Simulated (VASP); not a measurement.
```
CELL_PARAMETERS angstrom
      1.60017    -2.77158     0.00000
      1.60017     2.77158     0.00000
      0.00000     0.00000     5.09673
ATOMIC_POSITIONS crystal
  Mg 0.33333 0.66667 0.25000
  Mg 0.66667 0.33333 0.75000
```

All values below come from rev-vdW-DF2, VASP's PBE PAW potentials (set 64) (plane waves; VASP). Settings: 520 eV cut-off, 15×15×8 Γ-centred mesh, tetrahedra with Blöchl corrections, potentials Mg.

Question: Estimate the energy per atom (σ→0), band gap (on the k-mesh) with the smallest direct gap where there is one.

Answer: 
The band gap (on the k-mesh) comes out as none (metal, semimetal or under 0.01 eV) and the energy per atom (σ→0) comes out as -0.251 eV/atom.

Total energies compare only between runs with the same potentials, cut-off and functional.

The compound is Mg in the hcp structure. It was relaxed first.
